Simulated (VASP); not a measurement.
CdF2 (fluorite), at 0.96 of the tabulated volume:

```
CdF2
1.0
    0.00000     2.65858     2.65858
    2.65858     0.00000     2.65858
    2.65858     2.65858     0.00000
Cd F
1 2
Direct
  0.00000   0.00000   0.00000
  0.25000   0.25000   0.25000
  0.75000   0.75000   0.75000
```

The lowest empty band near Γ, direction [110], from PBE with spin-orbit coupling in VASP (PAW); its two spin partners are averaged. The gap over the points computed is 3.21 eV, and the next band on that side lies 9.28 eV away at the edge.

Settings: 520 eV cut-off, 8×8×8 Γ-centred mesh, Gaussian smearing of 0.050 eV, potentials Cd F.

```tsv
distance from the edge in k (1/Å)	distance in energy (meV)
0.018	3.2
0.025	6.2
0.035	12.2
0.050	24.9
0.070	48.6
```

Question: Fit E(1 + αE) = ħ²k²/2m* (ħ²/2m0 = 3.810 eV Å²) and predict the row at 0.095 1/Å.

Answer: The rows don't resolve α, so a parabola serves: the electron mass is m* = 0.384 m0, and so 89.6 meV. The run gave 88.8 meV, -0.8 meV from the fit.

Left out are points under 3 meV from the edge, since the levels carry 0.1 meV, and points farther than half the way to the next band.

The compound is CdF2 in the fluorite structure. The cell was not relaxed at this level.
